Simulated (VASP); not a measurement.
Wanted: the native input for a VASP 6.6.1 run.

```
Task                   : single point
Functional             : PBEsol
Potentials or basis    : VASP PAW PBE potentials, release 64 (Ta_pv, Sc_sv, N)
Cutoff                 : 520 eV
k mesh                 : 10 × 10 × 3
Occupations            : fermi-dirac, width 0.05 eV
Spin                   : no spin polarisation
Ladder                 : free
Further INCAR settings : ALGO = Normal; EDIFF = 1e-07; NBANDS = 36
```

The structure of ScTaN lies in POSCAR:

```
ScTaN
1.0
    3.0850655424      0.0000000000      0.0000000000
   -1.5425327712      2.6717451321      0.0000000000
    0.0000000000      0.0000000000     10.3401360000
Ta Sc N
2 2 2
Direct
    0.3285960000      0.6572480000      0.2489040000
    0.6696490000      0.3366880000      0.7472010000
    0.0211850000     -0.0055510000     -0.0032500000
    0.0043380000     -0.0182150000      0.4988000000
    0.3459190000      0.6802090000      0.6327580000
    0.6575470000      0.3125830000      0.3725460000
```

The cell comes from a database or a generator and needn't be the stable form of this composition.

The cell isn't the ideal one: atoms moved at random, drawn with an rms of 0.05 Å.

One way to write it, as run:

INCAR

```
SYSTEM = ScTaN
ALGO = Normal
EDIFF = 1E-7
ENCUT = 520
GGA = PS
ISIF = 2
ISMEAR = -1
KPAR = 2
LASPH = .True.
LCHARG = .False.
LREAL = .False.
LWAVE = .False.
NBANDS = 36
NELM = 60
PREC = Accurate
SIGMA = 0.05
```

KPOINTS

```
k-points
0
Gamma
  10 10 3
  0 0 0
```

Potentials or basis: VASP PAW PBE potentials, release 64 (Ta_pv, Sc_sv, N).

Run with:

```bash
$ cat potpaw_PBE.64/Ta_pv/POTCAR potpaw_PBE.64/Sc_sv/POTCAR potpaw_PBE.64/N/POTCAR > POTCAR
$ mpirun -np 2 vasp_std > vasp.out
```

It gave:

```
Pressure               : -3.8 GPa
Largest force          : 1.142 eV/Å
Band gap on the k mesh : none (metal or under the smearing width)
```

Caveat: the PAW data sets were made with another functional, which shifts forces and pressure a little.

Wall time 2 min on 2 MPI ranks on Intel(R) Xeon(R) Platinum 8559C (Emerald Rapids) (shared host), peak memory 0.5 GiB a rank.
